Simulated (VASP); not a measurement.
An input for Quantum ESPRESSO's pw.x (written as the equivalent of a VASP run, and not itself run):

```
&CONTROL
  calculation = 'vc-relax'
  pseudo_dir = './pseudo'
  outdir = './out'
  tprnfor = .true.
  tstress = .true.
  nstep = 40
  forc_conv_thr = 0.00078
/
&SYSTEM
  ibrav = 0
  nat = 2
  ntyp = 2
  ecutwfc = 84
  occupations = 'smearing'
  smearing = 'gaussian'
  degauss = 0.003675
  input_dft = 'pbesol'
/
&ELECTRONS
  conv_thr = 7.3e-08
  electron_maxstep = 100
/
&IONS
/
&CELL
  press = 50
/
ATOMIC_SPECIES
  Pb 207.200 Pb.upf
  O 15.999 O.upf
CELL_PARAMETERS angstrom
     3.1148175   -0.0000000    0.0000000
    -0.0000000    3.1148175   -0.0000000
    -0.0000000   -0.0000000    3.1148175
ATOMIC_POSITIONS crystal
  Pb   0.0000000  0.0000000  0.0000000
  O    0.5000000  0.5000000  0.5000000
K_POINTS automatic
  9 9 9 0 0 0
```

Question: Write the VASP files for the same calculation (PBEsol).

Answer: This is not unique; one that fits is 
File POSCAR:
```
PbO
1
    3.1148175221    -0.0000000000     0.0000000000
   -0.0000000000     3.1148175221    -0.0000000000
   -0.0000000000    -0.0000000000     3.1148175221
Pb O
1 1
Direct
  0.0000000000   0.0000000000   0.0000000000
  0.5000000000   0.5000000000   0.5000000000
```

### KPOINTS
```
kpoints
0
G
 9 9 9
```

### INCAR
```
LMAXMIX=4   ! l cut-off of mixed one-centre charges
LWAVE=.False.
LREAL=.False.   ! projection in real space or not
ALGO=Normal
IBRION=2   ! conjugate gradients
EDIFF=1E-6   ! SCF stop (eV)
NSW=40   ! most ionic steps
ISIF=3   ! ions, shape and volume
SIGMA=0.05   ! width (eV)
PSTRESS=50
SYSTEM=PbO
PREC=Accurate
ENCUT=620
NELM=100   ! most electronic steps
ISMEAR=0
LASPH=.True.   ! aspherical one-centre terms
GGA=PS
EDIFFG=-0.02   ! ionic stop
LCHARG=.False.
```

POTCAR, in this order: Pb_d O (PBE.64 set). Program: vasp_std.

Limits of the translation: the potentials are each code's own (VASP's PAW set, PseudoDojo norm-conserving files in pw.x), so ENCUT and ecutwfc are chosen apart and not converted; conv_thr bounds pw.x's estimated SCF error, while EDIFF bounds the energy change between steps; forc_conv_thr acts on force components and is met together with etot_conv_thr.

The structure was generated: PbO was put into the CsCl type type (Pm-3m), which need not be its known phase. It was relaxed first under an external pressure of 5 GPa.
